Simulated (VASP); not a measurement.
**GaN: band gap against strain**

GaN (zinc blende, F-43m, 11.355 Å³/atom at rest, cube axes along x, y and z) under a strain ε along a cube axis (axis z), the other axes held. PBEsol in VASP (plane waves, PAW), 600 eV, 12×12×12 Γ-centred mesh, Gaussian smearing 0.05 eV; ions are relaxed within the symmetry of each cell. Gaps are the smallest on the run's k-mesh, which can miss an edge that lies off it, without spin-orbit coupling; in all rows the valence edge lies at Γ and the conduction edge at Γ.

Here s stands for strain and Eg for gap.

| strain (%) | gap (eV) |
|---|---|
| -3.00 | ? |
| -1.50 | 1.782 |
| -1.00 | 1.766 |
| -0.50 | 1.749 |
| 0.00 | 1.733 |

The 4 complete rows are fitted with a straight line, Eg against s. Means: s -0.75000, Eg 1.7575. About the means, the sum of products is -0.041000 and the sum of squares of s is 1.2500; the slope is their ratio. Least squares gives Eg = 1.7329 - 0.03280·s. Residuals (row less fit): -0.0001, 0.0003, -0.0003, 0.0001; standard error 0.0003 (degrees of freedom: 2). Over these rows the gap moves by -3.3 ± 0.03 eV per unit strain.

**Question.** Estimate the missing Eg (s = -3.00); what did the run itself give?

**Answer.** Eg = 1.7329 - 0.03280 × (-3.0) = 1.8313 eV. The calculation gives 1.834 eV, 0.0027 eV above the prediction (2.7 % of the range of Eg in the table). The row lies outside the fitted rows, so this is an extrapolation. The fitted rows scatter only by rounding.

GaN is here a metastable form; wurtzite is the usual one. Rows are the converged runs of the series near zero and its far end; series whose fitted rows scatter by over a few per cent of the range, as at a crossing or softening among them, aren't shown in this form. Most that stay on the fit to the last digits aren't either.
